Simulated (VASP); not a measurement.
Consider the following.

```
CELL_PARAMETERS angstrom
     -2.33580     2.33580     2.33580
      2.33580    -2.33580     2.33580
      2.33580     2.33580    -2.33580
ATOMIC_POSITIONS crystal
  Eu 0.00000 0.00000 0.00000
```

The numbers are results of PBE GGA, VASP's PBE PAW potentials (set 64) (plane waves; VASP), not measurements. Numerical set-up: 400 eV cut-off, 10×10×10 Γ-centred mesh, first-order Methfessel-Paxton smearing of 0.10 eV, potentials Eu_2.

The 4f electrons are frozen in the core of the lanthanide potential, so 4f levels, which can set the real gap, and their magnetism are missing.

Q: Predict the energy per atom (σ→0), pressure, band gap (on the k-mesh) with the smallest direct gap where there is one.

A: 
The band gap (on the k-mesh) is none (metal, semimetal or under 0.01 eV) and the energy per atom (σ→0) is -1.826 eV/atom. The pressure is -1.48 GPa.

Only differences to runs with the same potentials and settings are physical.

The compound is Eu in the bcc structure. The cell was not relaxed at this level.
